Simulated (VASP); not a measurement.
A run of VASP 6.6.1 is set up as follows.

The input INCAR:

```
SYSTEM = BaFeO2
PREC = Normal ; ENCUT = 520
EDIFF = 1E-4 ; ISMEAR = 0
SIGMA = 0.15 ; LREAL = .FALSE.
LASPH = .TRUE. ; NELM = 60
ALGO = Fast ; ISIF = 3
LWAVE = .FALSE. ; LCHARG = .FALSE.
ISPIN = 2 ; MAGMOM = 0 3 0 0
LORBIT = 11 ; LMAXMIX = 4
GGA = PE ; IBRION = 2
NSW = 24 ; EDIFFG = -0.08
```

The input KPOINTS:

```
Automatic mesh
0
G
  4 4 3
  0 0 0
```

Contents of POSCAR:

```
BaFeO2
1.0
    4.1754102100      0.0000000000      0.0000000000
   -2.0877051000      3.6160113100      0.0000000000
    0.0000000000      0.0000000000      5.1135560000
Ba Fe O
1 1 2
Direct
    0.0000000000      0.0000000000      0.5000000000
    0.0000000000      0.0000000000      0.0000000000
    0.3333333300      0.6666666700      0.6109182700
    0.6666666700      0.3333333300      0.3890817300
```

Potentials or basis: VASP PAW PBE potentials, release 64 (Ba_sv, Fe, O).

Launch:

```sh
$ cat potpaw_PBE.64/Ba_sv/POTCAR potpaw_PBE.64/Fe/POTCAR potpaw_PBE.64/O/POTCAR > POTCAR
$ mpirun -np 1 vasp_std > vasp.out
```

(1) Predict the relaxed cell.

(2) Estimate the band gap on the k mesh.

(3) Estimate the net moment.

## Answers

(1) a = 3.408 Å, b = 3.408 Å, c = 5.985 Å, α = 90.00°, β = 90.00°, γ = 120.00°.

(2) 0.37 eV, indirect (least direct gap 0.69 eV).

(3) 4.01 μB per cell.

Caveat: the k mesh is coarse (spacing up to 0.43 Å⁻¹), so the values aren't converged; spin-orbit coupling is left out, which moves the levels of the heavy elements; an odd mesh through Γ misses points on the zone boundary, where band edges often lie; a cell with one magnetic atom can't hold antiferromagnetic order, which such compounds often take.
